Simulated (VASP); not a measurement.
OSZICAR of a VASP run on ZnO (wurtzite):

**OSZICAR**
```
       N       E                     dE             d eps       ncg     rms          rms(c)
DAV:   1     0.289287209357E+03    0.28929E+03   -0.18921E+04  1320   0.233E+03
DAV:   2     0.999522208147E+01   -0.27929E+03   -0.26951E+03  1422   0.441E+02
DAV:   3    -0.204986283470E+02   -0.30494E+02   -0.30267E+02  1536   0.154E+02
DAV:   4    -0.211042547389E+02   -0.60563E+00   -0.60489E+00  1458   0.233E+01
DAV:   5    -0.211089961691E+02   -0.47414E-02   -0.47412E-02  1518   0.196E+00    0.142E+01
DAV:   6    -0.177372630396E+02    0.33717E+01   -0.12248E+01  2330   0.744E+01    0.854E+00
DAV:   7    -0.178965306775E+02   -0.15927E+00   -0.26347E+00  1464   0.197E+01    0.514E+00
DAV:   8    -0.179220183076E+02   -0.25488E-01   -0.85067E-01  1966   0.908E+00    0.182E+00
DAV:   9    -0.178569879891E+02    0.65030E-01   -0.19005E-01  2054   0.788E+00    0.346E-01
DAV:  10    -0.178607256510E+02   -0.37377E-02   -0.57472E-02  1338   0.174E+00    0.147E-01
DAV:  11    -0.178607188802E+02    0.67708E-05   -0.14599E-03  1834   0.468E-01    0.339E-02
DAV:  12    -0.178607744038E+02   -0.55524E-04   -0.13234E-04  1788   0.194E-01    0.345E-02
DAV:  13    -0.178607691006E+02    0.53032E-05   -0.35142E-05  1708   0.113E-01    0.131E-02
DAV:  14    -0.178607688562E+02    0.24437E-06   -0.13949E-05  1446   0.427E-02    0.476E-03
DAV:  15    -0.178607683414E+02    0.51478E-06   -0.19400E-06  1836   0.161E-02    0.171E-03
DAV:  16    -0.178607682633E+02    0.78092E-07   -0.21100E-07   972   0.515E-03
   1 F= -.18713727E+02 E0= -.18713727E+02  d E =-.187137E+02
```

Problem. Which electronic solver shows in the log?

Solution. It is blocked Davidson (ALGO = Normal, or the opening steps of other solvers). The INCAR had ALGO = Normal.

Problem. Can the final energy be trusted as converged?

Solution. The calculation finished and met its thresholds. It stopped with EDIFF = 1E-7, NELM = 100, NSW = 30 and EDIFFG = -0.01 after 1 ionic step (PBE GGA with D3 dispersion (Becke-Johnson damping), plane waves, VASP's PBE PAW potentials (set 64)).

The compound is ZnO in the wurtzite structure. This cell is one point of a volume scan, at 1.03 of the reference volume.
